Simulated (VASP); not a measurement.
All values below come from PBE GGA, VASP's PBE PAW potentials (set 64) (plane waves; VASP).

A VASP calculation is set up with these files.

KPOINTS:
```
Regular mesh
0
G
  10 10 10
0 0 0
```

INCAR:
```
SYSTEM = Ni3Si
PREC = Accurate
ENCUT = 520
EDIFF = 1E-7
NELM = 100
ALGO = Normal
LREAL = .FALSE.
LASPH = .TRUE.
ISMEAR = -5
GGA = PE
LMAXMIX = 4
LWAVE = .FALSE.
LCHARG = .TRUE.
LORBIT = 11
NEDOS = 601
ISIF = 2
LEFG = .TRUE.
```

POSCAR:
```
Ni3Si
1
    3.5060053887    -0.0000000000     0.0000000000
    0.0000000000     3.5060053887     0.0000000000
   -0.0000000000     0.0000000000     3.5060053887
Si Ni
1 3
Direct
  0.0000000000   0.0000000000   0.0000000000
  0.0000000000   0.5000000000   0.5000000000
  0.5000000000   0.0000000000   0.5000000000
  0.5000000000   0.5000000000   0.0000000000
```

POTCAR, in this order: Si Ni (PBE.64 set). Program: vasp_std.

The run wrote:

**OSZICAR**
```
       N       E                     dE             d eps       ncg     rms          rms(c)
DAV:   1     0.200644957473E+03    0.20064E+03   -0.15925E+04  2360   0.216E+03
DAV:   2    -0.162435362082E+02   -0.21689E+03   -0.20952E+03  2352   0.374E+02
DAV:   3    -0.271376849764E+02   -0.10894E+02   -0.10511E+02  2565   0.112E+02
DAV:   4    -0.273907250937E+02   -0.25304E+00   -0.25155E+00  2743   0.151E+01
DAV:   5    -0.273994360508E+02   -0.87110E-02   -0.87074E-02  2817   0.266E+00    0.195E+01
DAV:   6    -0.272229112423E+02    0.17652E+00   -0.55833E+01  2754   0.122E+02    0.169E+01
DAV:   7    -0.237387766059E+02    0.34841E+01   -0.16119E+01  2591   0.673E+01    0.407E+00
DAV:   8    -0.237017814641E+02    0.36995E-01   -0.70799E-01  2466   0.641E+00    0.144E+00
DAV:   9    -0.236839108643E+02    0.17871E-01   -0.34829E-02  3174   0.269E+00    0.579E-01
DAV:  10    -0.236815410664E+02    0.23698E-02   -0.33023E-03  3188   0.455E-01    0.245E-01
DAV:  11    -0.236810631164E+02    0.47795E-03   -0.78717E-04  3602   0.333E-01    0.550E-02
DAV:  12    -0.236810627611E+02    0.35530E-06   -0.11407E-04  2549   0.126E-01    0.153E-02
DAV:  13    -0.236810636717E+02   -0.91057E-06   -0.82873E-06  2745   0.192E-02    0.831E-03
DAV:  14    -0.236810639690E+02   -0.29733E-06   -0.68401E-07  2708   0.971E-03    0.326E-03
DAV:  15    -0.236810636849E+02    0.28413E-06   -0.19581E-07  1657   0.620E-03    0.908E-04
DAV:  16    -0.236810638189E+02   -0.13396E-06   -0.24662E-08  1326   0.150E-03    0.321E-04
DAV:  17    -0.236810637826E+02    0.36217E-07   -0.88983E-09  1311   0.102E-03
   1 F= -.23681064E+02 E0= -.23681064E+02  d E =0.000000E+00
```

### OUTCAR
```
------------------------ aborting loop because EDIFF is reached ----------------------------------------
  FORCE on cell =-STRESS in cart. coord.  units (eV):
  Direction    XX          YY          ZZ          XY          YZ          ZX
  --------------------------------------------------------------------------------------
  Total        0.0119181      0.0119181      0.0119181     -0.0000000     -0.0000000      0.0000000
  in kB        0.4430772      0.4430772      0.4430772     -0.0000000     -0.0000000      0.0000000
  external PRESSURE =       0.4430772 kB  Pullay stress =       0.0000000 kB
  volume of cell :       43.10
      direct lattice vectors                 reciprocal lattice vectors
     3.506005389  0.000000000  0.000000000     0.285224890  0.000000000  0.000000000
     0.000000000  3.506005389  0.000000000     0.000000000  0.285224890  0.000000000
     0.000000000  0.000000000  3.506005389     0.000000000  0.000000000  0.285224890
 POSITION                                       TOTAL-FORCE (eV/Angst)
 -----------------------------------------------------------------------------------
      0.00000      0.00000      0.00000         0.000000      0.000000      0.000000
      0.00000      1.75300      1.75300         0.000000      0.000000      0.000000
      1.75300      0.00000      1.75300         0.000000      0.000000      0.000000
      1.75300      1.75300      0.00000         0.000000      0.000000      0.000000
 -----------------------------------------------------------------------------------
    total drift:                                0.000000      0.000000      0.000000
  FREE ENERGIE OF THE ION-ELECTRON SYSTEM (eV)
  ---------------------------------------------------
  free  energy   TOTEN  =       -23.6810637826 eV

  energy  without entropy=      -23.6810637826  energy(sigma->0) =      -23.68106378

 total charge

# of ion       s       p       d       tot
------------------------------------------
    1        0.730   0.821   0.000   1.551
    2        0.485   0.570   8.411   9.466
    3        0.485   0.570   8.411   9.466
    4        0.485   0.570   8.411   9.466
--------------------------------------------------
tot          2.184   2.530  25.234  29.948
```
(Selected blocks of OUTCAR.)

For a metal the tetrahedron method with Blöchl corrections gives inexact stress and forces.

The compound is Ni3Si in the L1_2 structure. It was relaxed first. The run is not spin-polarised, so no magnetic state was tried.
